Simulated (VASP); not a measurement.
An input for Ansatz (written as the equivalent of a VASP run, and not itself run):

Ansatz 0.2 input:
```yaml
crystal:
  lattice:
    - [0.0000000, 3.1625525, 3.1625525]
    - [3.1625525, 0.0000000, 3.1625525]
    - [3.1625525, 3.1625525, 0.0000000]
  atoms:
    - { symbol: Ga, position: [0.0000000, 0.0000000, 0.0000000] }
    - { symbol: Bi, position: [0.2500000, 0.2500000, 0.2500000] }
kpoints:
  mp_grid: { grid: [9, 9, 9] }
hamiltonian:
  xc: pbesol
  pseudopotentials: { kind: paw }
scf:
  occupations: { method: methfessel_paxton, width: 0.1 }
  max_iter: 100
relax:
  max_steps: 60
  f_tol: 0.01
  cell: {}
output: { forces: true, stress: true, eigenvalues: true }
```

Q: Translate this input to VASP (INCAR, KPOINTS, POSCAR, choice of POTCAR).

A: This is not unique; one that fits is 
**INCAR**
```
! general
SYSTEM  = GaBi
PREC    = Accurate
ENCUT   = 400
LREAL   = F
LASPH   = T

! electronic loop
EDIFF   = 1E-6
NELM    = 100
ALGO    = Normal
LMAXMIX = 4

! smearing
ISMEAR  = 1
SIGMA   = 0.1

! functional
GGA     = PS

! ions
IBRION  = 2
NSW     = 60
ISIF    = 3
EDIFFG  = -0.01

! output
LWAVE   = F
LCHARG  = F
```

### KPOINTS
```
Automatic mesh
0
Gamma
9 9 9
0 0 0
```

File POSCAR:
```
GaBi
1
    0.0000000000     3.1625524857     3.1625524857
    3.1625524857     0.0000000000     3.1625524857
    3.1625524857     3.1625524857     0.0000000000
Ga Bi
1 1
Direct
  0.0000000000   0.0000000000   0.0000000000
  0.2500000000   0.2500000000   0.2500000000
```

POTCAR, in this order: Ga_d Bi_d (PBE.64 set). Program: vasp_std.

The two are equivalent in intent, not identical: each code has its own PAW files, so the cut-off isn't converted (ENCUT is set for VASP's; basis.ecutwfc is left out, and Ansatz then takes the one that its files recommend); Ansatz stops its SCF on the density residual and VASP on the energy change (EDIFF).

The structure was generated: GaBi was put into the zinc blende type (F-43m), which need not be its known phase. This run relaxes it. Symmetry was kept, so distortions that lower it aren't found. The start is the result of an earlier pass.
